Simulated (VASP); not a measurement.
Output of a VASP run:

OSZICAR:
```
       N       E                     dE             d eps       ncg     rms          rms(c)
DAV:   1     0.158908995695E+03    0.15891E+03   -0.96127E+03   560   0.143E+03
DAV:   2     0.449136511866E+01   -0.15442E+03   -0.15047E+03   596   0.344E+02
DAV:   3    -0.831618305189E+01   -0.12808E+02   -0.12321E+02   722   0.104E+02
DAV:   4    -0.863131251506E+01   -0.31513E+00   -0.31499E+00   610   0.200E+01
DAV:   5    -0.864245698814E+01   -0.11144E-01   -0.11144E-01   754   0.379E+00    0.272E+00
DAV:   6    -0.823930728118E+01    0.40315E+00   -0.11629E+00   754   0.894E+00    0.139E+00
DAV:   7    -0.823555843435E+01    0.37488E-02   -0.14826E-01   618   0.239E+00    0.828E-01
DAV:   8    -0.823872830007E+01   -0.31699E-02   -0.15878E-02   602   0.141E+00    0.193E-01
DAV:   9    -0.823811598892E+01    0.61231E-03   -0.31646E-03   780   0.506E-01    0.801E-02
DAV:  10    -0.823822151490E+01   -0.10553E-03   -0.27102E-04   602   0.964E-02    0.280E-02
DAV:  11    -0.823822491898E+01   -0.34041E-05   -0.27607E-05   650   0.526E-02    0.506E-03
DAV:  12    -0.823822569559E+01   -0.77661E-06   -0.31357E-06   626   0.177E-02    0.175E-03
DAV:  13    -0.823822566509E+01    0.30497E-07   -0.75301E-08   532   0.321E-03
   1 F= -.82382257E+01 E0= -.82382257E+01  d E =-.200308E-11
```

### OUTCAR
```
------------------------ aborting loop because EDIFF is reached ----------------------------------------
  FORCE on cell =-STRESS in cart. coord.  units (eV):
  Direction    XX          YY          ZZ          XY          YZ          ZX
  --------------------------------------------------------------------------------------
  Total       -0.9644686     -0.9644686     -0.9644686      0.0000000      0.0000000      0.0000000
  in kB      -24.3128331    -24.3128331    -24.3128331      0.0000000      0.0000000      0.0000000
  external PRESSURE =     -24.3128331 kB  Pullay stress =       0.0000000 kB
  volume of cell :       63.56
      direct lattice vectors                 reciprocal lattice vectors
     0.000000000  3.167459306  3.167459306    -0.157855225  0.157855225  0.157855225
     3.167459306  0.000000000  3.167459306     0.157855225 -0.157855225  0.157855225
     3.167459306  3.167459306  0.000000000     0.157855225  0.157855225 -0.157855225
  FREE ENERGIE OF THE ION-ELECTRON SYSTEM (eV)
  ---------------------------------------------------
  free  energy   TOTEN  =        -8.2382256651 eV

  energy  without entropy=       -8.2382256651  energy(sigma->0) =       -8.23822567
```
(Selected blocks of OUTCAR.)

POSCAR:
```
PbSe
1
    0.0000000000     3.1674593063     3.1674593063
    3.1674593063     0.0000000000     3.1674593063
    3.1674593063     3.1674593063     0.0000000000
Pb Se
1 1
Direct
  0.0000000000   0.0000000000   0.0000000000
  0.5000000000   0.5000000000   0.5000000000
```

**Question.** Write an INCAR and KPOINTS that could have produced this output.

**Answer.** One answer among several that fit: the input of the run itself, PW91 GGA, plane waves, VASP's PBE PAW potentials (set 64).

INCAR:
```
# general
SYSTEM =PbSe
PREC   =Accurate
ENCUT  =520
LREAL  =.False.
LASPH  =.True.

# electronic loop
EDIFF  =1E-7
NELM   =100
ALGO   =Normal
LMAXMIX=4

# smearing
ISMEAR =0
SIGMA  =0.05

# functional
GGA    =91

# ions
ISIF   =2

# output
LWAVE  =.False.
LCHARG =.False.
```

File KPOINTS:
```
Regular mesh
0
G
 7 7 7
0 0 0
```

POTCAR, in this order: Pb_d Se (PBE.64 set). Program: vasp_std.

The compound is PbSe in the rock salt structure. This cell is one point of a volume scan, at 1.06 of the reference volume.
